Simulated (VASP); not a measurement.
Runs of VASP 6.6.1 on Cd. Symmetry: Pm-3m, No. 221, cubic system. Conventional cell: a = 2.857 Å, b = 2.857 Å, c = 2.857 Å, α = 90.00°, β = 90.00°, γ = 90.00°. Cd (site symmetry m-3m) has 6 Cd at 2.86 Å as nearest neighbours. The cell was built by a generator and needn't be a form met in nature.

| task | cell | k mesh | cutoff (eV) | gap on the mesh (eV) | pressure (GPa) |
| --- | --- | --- | --- | --- | --- |
| relaxation of cell and atoms | relaxed | 11 × 11 × 11 | 600 | none | -0.1 |
| single point | Pm-3m, 23.21 Å³/atom | 11 × 11 × 11 | 520 | none | 0.6 |
| single point | Pm-3m, 25.99 Å³/atom | 12 × 12 × 12 | 520 | none | (a) |
| single point | Pm-3m, 23.21 Å³/atom | 18 × 18 × 18 | 520 | none | 0.7 |

Alike in all rows: level LDA; potentials or basis VASP PAW LDA potentials, release 64 (Cd); no spin polarisation; smearing fermi-dirac 0.1 eV.

Task: Estimate the missing entries.

Result: (a) -3.8.

A k mesh can miss the band edges, and the runs leave out spin-orbit coupling on Cd.

A gap of «none» marks a metal or a gap under the smearing width.
